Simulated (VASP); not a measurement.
Sb2Pd:

```
CELL_PARAMETERS angstrom
6.46113 0.00000 0.00000
0.00000 6.46113 0.00000
0.00000 0.00000 6.46113
ATOMIC_POSITIONS crystal
Sb 0.37268 0.37268 0.37268
Sb 0.12732 0.62732 0.87268
Sb 0.87268 0.12732 0.62732
Sb 0.62732 0.87268 0.12732
Sb 0.62732 0.62732 0.62732
Sb 0.87268 0.37268 0.12732
Sb 0.12732 0.87268 0.37268
Sb 0.37268 0.12732 0.87268
Pd 0.00000 0.00000 0.00000
Pd 0.50000 0.00000 0.50000
Pd 0.50000 0.50000 0.00000
Pd 0.00000 0.50000 0.50000
```

Base run:

- Program: VASP 6.6.1
- Functional: r2SCAN
- Potentials or basis: VASP PAW PBE potentials, release 64 (Sb, Pd)
- Cutoff: 520 eV
- k mesh: 6 × 6 × 6
- Occupations: methfessel-paxton, width 0.1 eV
- Spin: no spin polarisation

Its results: pressure 2.8 GPa.

Task: The run is repeated on the same cell with these changes: functional from r2SCAN to PBEsol. What comes out?

Result: Pressure 0.0 GPa.

Caveats: the PAW data sets were made with another functional, which shifts forces and pressure a little.
